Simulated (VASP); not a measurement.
**Fe on the In site in InSe**

Aim: the formation energy and local structure of Fe on the In site in InSe. The start is a cell from a database of measured crystal structures.

Calculated with VASP 6.6.1; PBEsol; plane waves and PAW (In, Se), in the first sound run; inputs show where later runs differ.

The database entry behind the starting cell differs from later determinations by our own check (c about 1.7 % long), so it need not match the best structure at ambient conditions.

## 1. The host crystal

Symmetry: P6_3/mmc, No. 194, hexagonal system. The conventional cell has a = 4.050 Å, b = 4.050 Å, c = 16.930 Å, α = 90.00°, β = 90.00°, γ = 120.00°. In has 3 Se at 2.52 Å nearest. Nearest to Se lie 3 In at 2.52 Å. Farther neighbours and most contacts between anions are not listed.

As a file:

```cif
data_structure
_symmetry_space_group_name_H-M 'P 1'
_symmetry_Int_Tables_number 1
_cell_length_a 4.0500
_cell_length_b 4.0500
_cell_length_c 16.9300
_cell_angle_alpha 90.000
_cell_angle_beta 90.000
_cell_angle_gamma 120.000
_cell_volume 240.49
loop_
_atom_site_label
_atom_site_type_symbol
_atom_site_fract_x
_atom_site_fract_y
_atom_site_fract_z
_atom_site_occupancy
In1 In 0.66667 0.33333 0.84300 1
In2 In 0.33333 0.66667 0.34300 1
In3 In 0.66667 0.33333 0.65700 1
In4 In 0.33333 0.66667 0.15700 1
Se5 Se 0.66667 0.33333 0.39800 1
Se6 Se 0.33333 0.66667 0.89800 1
Se7 Se 0.66667 0.33333 0.10200 1
Se8 Se 0.33333 0.66667 0.60200 1
```

## 2. The host at zero pressure

First cell and atoms are relaxed at a raised cutoff, so that later runs start from this functional's own cell.

The input, INCAR:

```
SYSTEM = InSe
PREC = Accurate
ENCUT = 350
EDIFF = 1E-06
NELM = 120
ISMEAR = 0
SIGMA = 0.05
LREAL = .FALSE.
ALGO = Normal
GGA = PS
NBANDS = 26
LORBIT = 11
LWAVE = .FALSE.
LCHARG = .FALSE.
KPAR = 4
LASPH = .TRUE.
IBRION = 2
NSW = 40
ISIF = 3
EDIFFG = -0.02
POTIM = 0.4
```

The input, POSCAR:

```
InSe
1.0
    4.0500000000      0.0000000000      0.0000000000
   -2.0250000000      3.5074028853      0.0000000000
    0.0000000000      0.0000000000     16.9300000000
In Se
4 4
Direct
    0.6666666667      0.3333333333      0.8430000000
    0.3333333333      0.6666666667      0.3430000000
    0.6666666667      0.3333333333      0.6570000000
    0.3333333333      0.6666666667      0.1570000000
    0.6666666667      0.3333333333      0.3980000000
    0.3333333333      0.6666666667      0.8980000000
    0.6666666667      0.3333333333      0.1020000000
    0.3333333333      0.6666666667      0.6020000000
```

The input, KPOINTS:

```
Automatic mesh
0
Gamma
5 5 2
0 0 0
```

PAW data sets: In and Se (PBE family, release 64).

Started as:

```console
$ mpirun -np 4 vasp_std
```

The program printed:

```text
[banner, memory and clock lines left out]
running    4 mpi-ranks, on    1 nodes
 distrk:  each k-point on    1 cores,    4 groups
 distr:  one band on    1 cores,    1 groups

 POSCAR found type information on POSCAR InSe
 POSCAR found :  2 types and       8 ions
|                                                                             |
|               ----> ADVICE to this user running VASP <----                  |
|                                                                             |
|     You enforced a specific xc type in the INCAR file but a different       |
|     [... a line on the potential file left out ...]
|     I HOPE YOU KNOW WHAT YOU ARE DOING!                                     |
|                                                                             |

 LDA part: xc-table for (Slater+PW92), standard interpolation
 POSCAR, INCAR and KPOINTS ok, starting setup
 FFT: planning ... GRIDC
 FFT: planning ... GRID_SOFT
 FFT: planning ... GRID
 WAVECAR not read
 entering main loop
       N       E                     dE             d eps       ncg     rms          rms(c)
DAV:   1     0.154327909932E+03    0.15433E+03   -0.10451E+04   520   0.803E+02
DAV:   2    -0.152227555767E+02   -0.16955E+03   -0.16372E+03   690   0.153E+02
DAV:   3    -0.300971064189E+02   -0.14874E+02   -0.14796E+02   664   0.513E+01
DAV:   4    -0.303240026890E+02   -0.22690E+00   -0.22656E+00   664   0.723E+00
DAV:   5    -0.303275434697E+02   -0.35408E-02   -0.35374E-02   686   0.863E-01    0.113E+01
DAV:   6    -0.294049737395E+02    0.92257E+00   -0.11790E+00   588   0.380E+00    0.680E+00
DAV:   7    -0.291593068486E+02    0.24567E+00   -0.85116E-01   624   0.313E+00    0.112E+00
DAV:   8    -0.291422246373E+02    0.17082E-01   -0.93482E-02   646   0.123E+00    0.565E-01
DAV:   9    -0.291433189184E+02   -0.10943E-02   -0.11488E-02   590   0.448E-01    0.115E-01
DAV:  10    -0.291431167819E+02    0.20214E-03   -0.10519E-03   640   0.126E-01    0.775E-02
DAV:  11    -0.291432205438E+02   -0.10376E-03   -0.24185E-04   596   0.655E-02    0.186E-02
DAV:  12    -0.291432204761E+02    0.67737E-07   -0.19709E-05   670   0.172E-02    0.632E-03
DAV:  13    -0.291432231752E+02   -0.26991E-05   -0.51647E-06   572   0.939E-03    0.760E-03
DAV:  14    -0.291432233555E+02   -0.18033E-06   -0.59566E-07   400   0.328E-03
   1 F= -.29143223E+02 E0= -.29142265E+02  d E =-.291432E+02
 curvature:   0.00 expect dE= 0.000E+00 dE for cont linesearch  0.000E+00
 trial: gam= 0.00000 g(F)=  0.204E+01 g(S)=  0.203E+01 ort = 0.000E+00 (trialstep = 0.100E+01)
 search vector abs. value=  0.407E+01
 bond charge predicted
       N       E                     dE             d eps       ncg     rms          rms(c)
DAV:   1    -0.320816521340E+02   -0.29384E+01   -0.78343E+01   536   0.359E+01    0.780E+00
DAV:   2    -0.307446041449E+02    0.13370E+01   -0.55814E+00   590   0.105E+01    0.370E+00
DAV:   3    -0.304981014736E+02    0.24650E+00   -0.14298E+00   542   0.412E+00    0.165E+00
DAV:   4    -0.304529258890E+02    0.45176E-01   -0.55969E-02   592   0.114E+00    0.850E-01
DAV:   5    -0.304399078354E+02    0.13018E-01   -0.32795E-02   546   0.710E-01    0.324E-01
DAV:   6    -0.304403428829E+02   -0.43505E-03   -0.23763E-03   588   0.196E-01    0.167E-01
DAV:   7    -0.304405985896E+02   -0.25571E-03   -0.87296E-04   562   0.121E-01    0.639E-02
DAV:   8    -0.304406452703E+02   -0.46681E-04   -0.91190E-05   582   0.382E-02    0.158E-02
DAV:   9    -0.304406648375E+02   -0.19567E-04   -0.15958E-05   560   0.176E-02    0.480E-03
DAV:  10    -0.304406674573E+02   -0.26197E-05   -0.46810E-06   580   0.890E-03    0.199E-03
DAV:  11    -0.304406679242E+02   -0.46696E-06   -0.66174E-07   386   0.335E-03
   2 F= -.30440668E+02 E0= -.30440668E+02  d E =-.129744E+01
[... from here on, the cycles between the ionic steps are left out ...]
   3 F= -.30555527E+02 E0= -.30555527E+02  d E =-.141230E+01
   4 F= -.30824738E+02 E0= -.30824738E+02  d E =-.269211E+00
   5 F= -.30931962E+02 E0= -.30931956E+02  d E =-.376436E+00
   6 F= -.31014137E+02 E0= -.31013592E+02  d E =-.821749E-01
   7 F= -.31036715E+02 E0= -.31036715E+02  d E =-.104753E+00
   8 F= -.31041185E+02 E0= -.31041184E+02  d E =-.109222E+00
   9 F= -.31075648E+02 E0= -.31075648E+02  d E =-.344628E-01
  10 F= -.31077538E+02 E0= -.31077538E+02  d E =-.363534E-01
  11 F= -.31077528E+02 E0= -.31077528E+02  d E =-.363430E-01
 curvature:  -0.85 expect dE=-0.486E-03 dE for cont linesearch -0.967E-05
 ZBRENT: accuracy reached
 trial: gam=-0.03963 g(F)=  0.311E-03 g(S)=  0.263E-03 ort = 0.124E-02 (trialstep = 0.112E+01)
 search vector abs. value=  0.688E-03
 bond charge predicted
       N       E                     dE             d eps       ncg     rms          rms(c)
DAV:   1    -0.310780629806E+02   -0.53449E-03   -0.22186E-02   524   0.595E-01    0.980E-02
DAV:   2    -0.310778873461E+02    0.17563E-03   -0.70716E-04   600   0.117E-01    0.404E-02
DAV:   3    -0.310777988597E+02    0.88486E-04   -0.11059E-04   660   0.441E-02    0.183E-02
DAV:   4    -0.310777798069E+02    0.19053E-04   -0.48935E-05   632   0.297E-02    0.505E-03
DAV:   5    -0.310777801451E+02   -0.33819E-06   -0.47026E-06   516   0.847E-03
  12 F= -.31077780E+02 E0= -.31077780E+02  d E =-.252304E-03
 trial-energy change:   -0.000252  1 .order   -0.000270   -0.000586    0.000046
 step:   1.0213(harm=  1.0362)  dis= 0.00104  next Energy=   -31.077782 (dE=-0.254E-03)
 reached required accuracy - stopping structural energy minimisation
```

Run time: 2.5 min. Hardware: 4 MPI ranks of Intel Xeon Platinum 8488C (Sapphire Rapids), shared host; peak memory 1.2 GiB.

Lines that name or quote the potential files are left out of all logs, and their timing lines are given in words.

OUTCAR, selected parts (step 2):

```text
ion  position               nearest neighbor table
   1  0.667  0.333  0.843-   6 2.52   6 2.52   6 2.52   3 3.15
   2  0.333  0.667  0.343-   5 2.52   5 2.52   5 2.52   4 3.15
   3  0.667  0.333  0.657-   8 2.52   8 2.52   8 2.52   1 3.15
   4  0.333  0.667  0.157-   7 2.52   7 2.52   7 2.52   2 3.15
   5  0.667  0.333  0.398-   2 2.52   2 2.52   2 2.52
   6  0.333  0.667  0.898-   1 2.52   1 2.52   1 2.52
   7  0.667  0.333  0.102-   4 2.52   4 2.52   4 2.52
   8  0.333  0.667  0.602-   3 2.52   3 2.52   3 2.52

  LATTYP: Found a hexagonal cell.
 ALAT       =     4.0500000000
 C/A-ratio  =     4.1802469136

 Subroutine GETGRP returns: Found 24 space group operations
 (whereof 12 operations were pure point group operations)

The static configuration has the point symmetry D_3d.
 The point group associated with its full space group is D_6h.

 Found     10 irreducible k-points:

   k-points           NKPTS =     10   k-points in BZ     NKDIM =     10   number of bands    NBANDS=     26

   dimension x,y,z NGX =    28 NGY =   28 NGZ =  108
   dimension x,y,z NGXF=    56 NGYF=   56 NGZF=  216

   ENCUT  =  350.0 eV  25.72 Ry    5.07 a.u.   6.18  6.18 25.83*2*pi/ulx,y,z

   NELECT =      36.0000    total number of electrons

 k-points in reciprocal lattice and weights: Automatic mesh
   0.00000000  0.00000000  0.00000000       0.020
   0.20000000  0.00000000  0.00000000       0.120
   0.40000000 -0.00000000  0.00000000       0.120
   0.20000000  0.20000000  0.00000000       0.120
   0.40000000  0.20000000  0.00000000       0.120
   0.00000000  0.00000000  0.50000000       0.020
   0.20000000  0.00000000  0.50000000       0.120
   0.40000000 -0.00000000  0.50000000       0.120
   0.20000000  0.20000000  0.50000000       0.120
   0.40000000  0.20000000  0.50000000       0.120

 average (electrostatic) potential at core
       1 -39.5985       2 -39.5985       3 -39.5985       4 -39.5985       5 -55.2860
       6 -55.2860       7 -55.2860       8 -55.2860

 E-fermi :   2.8081

 k-point     1 :       0.0000    0.0000    0.0000
  band No.  band energies     occupation
    ...
     14       1.4705      2.00000
     15       1.4705      2.00000
     16       1.5494      2.00000
     17       1.5494      2.00000
     18       2.6089      2.00000
     19       3.0066      0.00000
     20       4.2528      0.00000
     21       4.6903      0.00000
     22       4.6927      0.00000
     23       6.8415      0.00000
    ...

 k-point     2 :       0.2000    0.0000    0.0000
  band No.  band energies     occupation
    ...
     14       0.9840      2.00000
     15       1.0734      2.00000
     16       1.2037      2.00000
     17       1.6231      2.00000
     18       2.2650      2.00000
     19       4.4616      0.00000
     20       4.7714      0.00000
     21       4.9604      0.00000
     22       5.3390      0.00000
     23       6.3496      0.00000
    ...

 k-point     3 :       0.4000   -0.0000    0.0000
  band No.  band energies     occupation
    ...
     14       0.5335      2.00000
     15       0.6529      2.00000
     16       0.7204      2.00000
     17       0.9898      2.00000
     18       1.4328      2.00000
     19       3.8626      0.00000
     20       4.0271      0.00000
     21       4.5529      0.00000
     22       4.6363      0.00000
     23       5.9956      0.00000
    ...

  Total       -0.0048784     -0.0048784      0.0195567      0.0000000      0.0000000      0.0000000
  in kB       -0.0326883     -0.0326883      0.1310418      0.0000000      0.0000000      0.0000000
  external PRESSURE =       0.0218884 kB  Pullay stress =       0.0000000 kB

  energy-cutoff  :      350.00
  volume of cell :      239.11
      direct lattice vectors                 reciprocal lattice vectors
     4.028737074  0.000000000 -0.000000000     0.248216744  0.143308004  0.000000000
    -2.014368537  3.488988651  0.000000000     0.000000000  0.286616008  0.000000000
    -0.000000000 -0.000000000 17.010903655     0.000000000 -0.000000000  0.058785825

 POSITION                                       TOTAL-FORCE (eV/Angst)
 -----------------------------------------------------------------------------------
      2.01437      1.16300     14.14273         0.000000      0.000000      0.003056
     -0.00000      2.32599      5.63728        -0.000000     -0.000000      0.003056
      2.01437      1.16300     11.37362         0.000000      0.000000     -0.003056
     -0.00000      2.32599      2.86817         0.000000     -0.000000     -0.003056
      2.01437      1.16300      6.92345         0.000000      0.000000      0.014767
     -0.00000      2.32599     15.42890        -0.000000     -0.000000      0.014767
      2.01437      1.16300      1.58200        -0.000000      0.000000     -0.014767
     -0.00000      2.32599     10.08745        -0.000000     -0.000000     -0.014767
 -----------------------------------------------------------------------------------
    total drift:                               -0.000000      0.000000      0.000000

  FREE ENERGIE OF THE ION-ELECTRON SYSTEM (eV)
  ---------------------------------------------------
  free  energy   TOTEN  =       -31.0777801451 eV

  energy  without entropy=      -31.0777801449  energy(sigma->0) =      -31.07778015

 reached required accuracy - stopping structural energy minimisation

 total charge
# of ion       s       p       d       tot
------------------------------------------
    1        1.214   1.281   0.179   2.674
    2        1.214   1.281   0.179   2.674
    3        1.214   1.281   0.179   2.674
    4        1.214   1.281   0.179   2.674
    5        1.476   2.320   0.019   3.816
    6        1.476   2.320   0.019   3.816
    7        1.476   2.320   0.019   3.816
    8        1.476   2.320   0.019   3.816
--------------------------------------------------
tot         10.762  14.404   0.793  25.958

[... 3 further parts left out ...]
```

CONTCAR:

```
InSe
   1.00000000000000
     4.0287370739192481    0.0000000000000000   -0.0000000000000000
    -2.0143685369596240    3.4889886511561627    0.0000000000000000
    -0.0000000000000000   -0.0000000000000000   17.0109036546024655
  In              Se
     4     4
Direct
     0.6666666667000030    0.3333333332999970    0.8313921077977655
     0.3333333332999970    0.6666666667000030    0.3313921077977655
     0.6666666667000030    0.3333333332999970    0.6686078922022345
     0.3333333332999970    0.6666666667000030    0.1686078922022345
     0.6666666667000030    0.3333333332999970    0.4070008612336837
     0.3333333332999970    0.6666666667000030    0.9070008612336836
     0.6666666667000030    0.3333333332999970    0.0929991387663163
     0.3333333332999970    0.6666666667000030    0.5929991387663164
```

The gap is read on the k-mesh alone, so it is an upper bound where the band edges lie off the mesh. The PAW data sets were made with PBE, which is usual practice but a small mismatch for other functionals. The data set In keeps the semicore shell frozen, which is cheaper and a little less accurate. The run keeps the 24 symmetry operations of its start, so it cannot find a distortion of lower symmetry.

The steps of the relaxation:

```tsv
step	energy less that of the first step (eV)	largest force (eV/Å)	pressure (GPa)	volume (Å³)
1	0.0000	2.9914	6.62	240.49
2	-1.2974	0.3302	-3.90	276.38
3	-1.4123	0.9349	-2.21	267.18
4	-1.6815	0.5052	-1.50	256.90
5	-1.7887	0.2217	-0.35	246.02
6	-1.8709	0.2855	0.42	240.88
7	-1.8935	0.3688	1.57	234.28
8	-1.8980	0.3456	1.21	236.15
9	-1.9324	0.0554	-0.24	239.72
10	-1.9343	0.0336	0.02	239.07
11	-1.9343	0.0373	0.04	239.01
12	-1.9346	0.0148	0.00	239.11
```

```tsv
conventional cell, symmetrised	before	after	change
a (Å)	4.050	4.029	-0.5 %
b (Å)	4.050	4.029	-0.5 %
c (Å)	16.930	17.011	+0.5 %
volume (Å³/atom)	30.06	29.89	-0.6 %
```

The atoms that moved most (Å, as changes of fractional coordinates times the final cell):

```tsv
atom	dx	dy	dz	length
In2	0.000	0.000	-0.197	0.197
In4	0.000	0.000	0.197	0.197
In1	0.000	0.000	-0.197	0.197
In3	0.000	0.000	0.197	0.197
Se5	0.000	0.000	0.153	0.153
Se6	0.000	0.000	0.153	0.153
Se7	0.000	0.000	-0.153	0.153
Se8	0.000	0.000	-0.153	0.153
```

Final coordinates:

```
In Se
1.0
     4.02874    0.00000    0.00000
    -2.01437    3.48899    0.00000
     0.00000    0.00000   17.01090
In Se
4 4
Direct
  0.66667 0.33333 0.83139
  0.33333 0.66667 0.33139
  0.66667 0.33333 0.66861
  0.33333 0.66667 0.16861
  0.66667 0.33333 0.40700
  0.33333 0.66667 0.90700
  0.66667 0.33333 0.09300
  0.33333 0.66667 0.59300
```

A gap read on the k-mesh alone can miss the band edges.

Numbers from this step:

| Item | Value |
| --- | --- |
| electronic cycles | 100 |
| electrons | 36 |
| free energy (TOTEN) | -31.08 eV |
| Fermi energy | 2.808 eV |
| labelled metallic, from the levels on this mesh | no |
| gap on the k-mesh | 0.3977 eV |
| least direct gap on the k-mesh | 0.3977 eV |

The run ended after 12 ionic steps, 1.935 eV below its first step, once forces and stress met EDIFFG = -0.02.

(Continued in part 2 of 9.)

[Lines on the potential files, build, host, timing and source positions are cut from VASP's logs without a mark.]

[Logs are printed without paths, hosts, clocks, repeated set-up lines and the standing remarks that a program may print on its own settings, such as how far it seeks lower states.]

[Hosts, paths, dates, database ids (printed as entryN), source tags and the programs' standing remarks are cut or masked in the printed files.]

[In band tables of VASP the shares of atoms and orbitals are scaled to a sum of 1 inside the atoms' spheres.]

[Runs that stopped without an error message from VASP are left out.]
